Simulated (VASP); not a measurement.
Data:

```yaml
crystal:
  lattice:
    - [3.58124, 0.00000, 0.00000]
    - [0.00000, 3.58124, 0.00000]
    - [0.00000, 0.00000, 3.58124]
  atoms:
    - { symbol: Fe, position: [0.00000, 0.00000, 0.00000], spin: 3.0 }
    - { symbol: Ni, position: [0.00000, 0.50000, 0.50000], spin: 0.7 }
    - { symbol: Ni, position: [0.50000, 0.00000, 0.50000], spin: 0.7 }
    - { symbol: Ni, position: [0.50000, 0.50000, 0.00000], spin: 0.7 }
```

Calculation: RPBE GGA, VASP's PBE PAW potentials (set 64) (plane waves; VASP 6.6.1). Run with 520 eV cut-off, 10×10×10 Γ-centred mesh, tetrahedra with Blöchl corrections, potentials Fe Ni.

**Question.** Predict the cell moment, energy per atom (σ→0), band gap (on the k-mesh) with the smallest direct gap where there is one.

**Answer.** 
| Quantity | Value |
|---|---|
| band gap (on the k-mesh) | none (metal, semimetal or under 0.01 eV) |
| cell moment | 4.80 μB |
| energy per atom (σ→0) | -5.749 eV/atom |

**Question.** Give the moment on each site (PAW-sphere projection).

**Answer.** 
| site | moment (μB) |
|---|---|
| Fe1 | 2.96 |
| Ni2 | 0.63 |
| Ni3 | 0.63 |
| Ni4 | 0.63 |

The absolute energy has meaning only against runs of the same code, potentials and settings.

The compound is Ni3Fe in the L1_2 structure. It was relaxed first.
